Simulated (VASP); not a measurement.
Energy against volume of PbO$_{2}$ (rutile). Calculation: AM05 GGA, VASP's PBE PAW potentials (set 64) (plane waves; VASP). Run with 520 eV cut-off, 5×5×7 Γ-centred mesh, Gaussian smearing of 0.050 eV, potentials Pb_d O.

Shape and ions are relaxed at each volume.

```json
[
 {"V (Å³/atom)": "13.409", "E (eV/atom)": "-5.43697"},
 {"V (Å³/atom)": "13.837", "E (eV/atom)": "-5.45508"},
 {"V (Å³/atom)": "14.265", "E (eV/atom)": "-5.46124"},
 {"V (Å³/atom)": "14.692", "E (eV/atom)": "-5.45769"}
]
```

### Question
Fit these four points and predict the energy of the run at 15.120 Å³/atom.

### Answer
A cubic in V^(−2/3), the third-order Birch-Murnaghan form, passes through the four points with V0 = 14.31 Å³/atom and B0 = 119 GPa, and gives -5.4462 eV/atom there. The run gave -5.4464 eV/atom, -0.2 meV/atom from the fit; all five points give B0 = 118 GPa.

The compound is PbO2 in the rutile structure. It was relaxed first.
